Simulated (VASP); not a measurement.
Calculation: PBEsol GGA, VASP's PBE PAW potentials (set 64) (plane waves; VASP).

Input for VASP

### INCAR
```
SYSTEM = PbTe
PREC = Accurate
ENCUT = 400
EDIFF = 1E-7
NELM = 100
ALGO = Normal
LREAL = .FALSE.
LASPH = .TRUE.
ISMEAR = 0
SIGMA = 0.05
GGA = PS
LMAXMIX = 4
LWAVE = .FALSE.
LCHARG = .FALSE.
LORBIT = 11
ICHARG = 11
```

### POSCAR
```
PbTe
3.2210920
  0.0000000000   0.9999999059   0.9999999059
  0.9999999059   0.0000000000   0.9999999059
  0.9999999059   0.9999999059   0.0000000000
Pb Te
1 1
Cart
  0.9999999059   0.9999999059   0.0000000000
  0.9999999059   0.9999999059   0.9999999059
```

**KPOINTS**
```
k-points along high-symmetry lines
15
Line-mode
Reciprocal
  0.000000   0.000000   0.000000 ! GAMMA
  0.500000   0.000000   0.500000 ! X

  0.500000   0.000000   0.500000 ! X
  0.625000   0.250000   0.625000 ! U

  0.375000   0.375000   0.750000 ! K
  0.000000   0.000000   0.000000 ! GAMMA

  0.000000   0.000000   0.000000 ! GAMMA
  0.500000   0.500000   0.500000 ! L

  0.500000   0.500000   0.500000 ! L
  0.500000   0.250000   0.750000 ! W

  0.500000   0.250000   0.750000 ! W
  0.500000   0.000000   0.500000 ! X
```

POTCAR, in this order: Pb_d Te (PBE.64 set). Program: vasp_std. Read from the step before: CHGCAR.

What VASP printed:

File OSZICAR:
```
       N       E                     dE             d eps       ncg     rms          rms(c)
DAV:   1     0.140149859387E+03    0.14015E+03   -0.81139E+03  2520   0.114E+03
DAV:   2     0.132456037122E+01   -0.13883E+03   -0.13587E+03  2664   0.310E+02
DAV:   3    -0.837477988787E+01   -0.96993E+01   -0.94644E+01  3336   0.908E+01
DAV:   4    -0.861257764076E+01   -0.23780E+00   -0.23770E+00  3146   0.175E+01
DAV:   5    -0.861980066314E+01   -0.72230E-02   -0.72228E-02  3490   0.252E+00
DAV:   6    -0.862012432847E+01   -0.32367E-03   -0.32366E-03  3518   0.473E-01
DAV:   7    -0.862012649905E+01   -0.21706E-05   -0.21711E-05  3562   0.399E-02
DAV:   8    -0.862012653792E+01   -0.38873E-07   -0.38887E-07  2906   0.552E-03
   1 F= -.86201265E+01 E0= -.86201265E+01  d E =-.903365E-18
```

File OUTCAR:
```
 val. band max:        5.5808005278   @ k =   0.5000   0.5000   0.5000

 cond. band min:       6.2294560507   @ k =   0.5000   0.5000   0.5000



 k-point     1 :       0.0000    0.0000    0.0000
  band No.  band energies     occupation
      1     -11.0648      2.00000
      2     -11.0648      2.00000
      3     -11.0532      2.00000
      4     -11.0532      2.00000
      5     -11.0532      2.00000
      6      -6.5311      2.00000
      7      -0.0116      2.00000
      8       4.2111      2.00000
      9       4.2111      2.00000
     10       4.2111      2.00000
     11       9.6471      0.00000
     12       9.6471      0.00000
     13       9.6471      0.00000
     14      11.3164      0.00000

 k-point     2 :       0.0357    0.0000    0.0357
  band No.  band energies     occupation
      1     -11.0653      2.00000
      2     -11.0647      2.00000
      3     -11.0533      2.00000
      4     -11.0528      2.00000
      5     -11.0528      2.00000
      6      -6.5162      2.00000
      7      -0.0641      2.00000
      8       4.1872      2.00000
      9       4.1872      2.00000
     10       4.2979      2.00000
     11       9.3901      0.00000
     12       9.6440      0.00000
     13       9.6440      0.00000
     14      11.1967      0.00000

 k-point     3 :       0.0714    0.0000    0.0714
  band No.  band energies     occupation
      1     -11.0669      2.00000
      2     -11.0642      2.00000
      3     -11.0537      2.00000
      4     -11.0519      2.00000
      5     -11.0519      2.00000
      6      -6.4715      2.00000
      7      -0.2076      2.00000
      8       4.1179      2.00000
      9       4.1179      2.00000
     10       4.5379      2.00000
     11       8.7906      0.00000
     12       9.6435      0.00000
     13       9.6435      0.00000
     14      10.9287      0.00000

 k-point     4 :       0.1071    0.0000    0.1071
  band No.  band energies     occupation
      1     -11.0697      2.00000
...
```

The density is held fixed in this step, so its total energy and stress have no physical meaning. Unless said otherwise, spin-orbit coupling is left out, though it shifts the bands of the heavy elements here.

The structure was generated: PbTe was put into the rock salt type (Fm-3m), which need not be its known phase. It was relaxed first, which changed the volume by +16 %.
